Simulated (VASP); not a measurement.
An input for Quantum ESPRESSO's pw.x (written as the equivalent of a VASP run, and not itself run):

```
&CONTROL
  calculation = 'scf'
  pseudo_dir = './pseudo'
  outdir = './out'
  tprnfor = .true.
  tstress = .true.
/
&SYSTEM
  ibrav = 0
  nat = 8
  ntyp = 2
  ecutwfc = 74
  occupations = 'smearing'
  smearing = 'fermi-dirac'
  degauss = 0.003675
  input_dft = 'pz'
/
&ELECTRONS
  conv_thr = 7.3e-08
  electron_maxstep = 100
/
ATOMIC_SPECIES
  Li 6.940 Li.upf
  Al 26.982 Al.upf
CELL_PARAMETERS angstrom
     3.9958400    0.0000000    0.0000000
     0.0000000    5.6509710    0.0000000
     0.0000000    0.0000000   14.2382000
ATOMIC_POSITIONS crystal
  Li   0.0000000  0.6250000  0.4503870
  Li   0.0000000  0.1250000  0.6488320
  Al   0.0000000  0.1250000  0.4503870
  Al   0.5000000  0.3750000  0.3511680
  Al   0.5000000  0.8750000  0.3511680
  Al   0.0000000  0.6250000  0.6488320
  Al   0.5000000  0.8750000  0.5496130
  Al   0.5000000  0.3750000  0.5496130
K_POINTS automatic
  7 5 1 0 0 0
```

Write the VASP files for the same calculation (LDA).

Several could match; the one computed here: 
KPOINTS:
```
Automatic mesh
0
Gamma
7 5 1
0 0 0
```

POSCAR:
```
Al3Li
1
    3.9958400000     0.0000000000     0.0000000000
    0.0000000000     5.6509710000     0.0000000000
    0.0000000000     0.0000000000    14.2382000000
Li Al
2 6
Direct
  0.0000000000   0.6250000000   0.4503870000
  0.0000000000   0.1250000000   0.6488320000
  0.0000000000   0.1250000000   0.4503870000
  0.5000000000   0.3750000000   0.3511680000
  0.5000000000   0.8750000000   0.3511680000
  0.0000000000   0.6250000000   0.6488320000
  0.5000000000   0.8750000000   0.5496130000
  0.5000000000   0.3750000000   0.5496130000
```

**INCAR**
```
ENCUT = 400
PREC = Accurate
ALGO = Normal   # blocked Davidson
LREAL = .FALSE.
LASPH = .TRUE.   # aspherical one-centre terms
EDIFF = 1E-6
ISMEAR = -1   # Fermi-Dirac
SYSTEM = Al3Li
SIGMA = 0.05   # width (eV)
LCHARG = .FALSE.
ISIF = 2
NELM = 100   # most electronic steps
LWAVE = .FALSE.
```

POTCAR, in this order: Li_sv Al (LDA.64 set). Program: vasp_std.

Limits of the translation: the potentials are each code's own (VASP's PAW set, PseudoDojo norm-conserving files in pw.x), so ENCUT and ecutwfc are chosen apart and not converted; conv_thr bounds pw.x's estimated SCF error, while EDIFF bounds the energy change between steps.

The cell is a sheet with vacuum, built from a database entry that may be metastable or hypothetical.
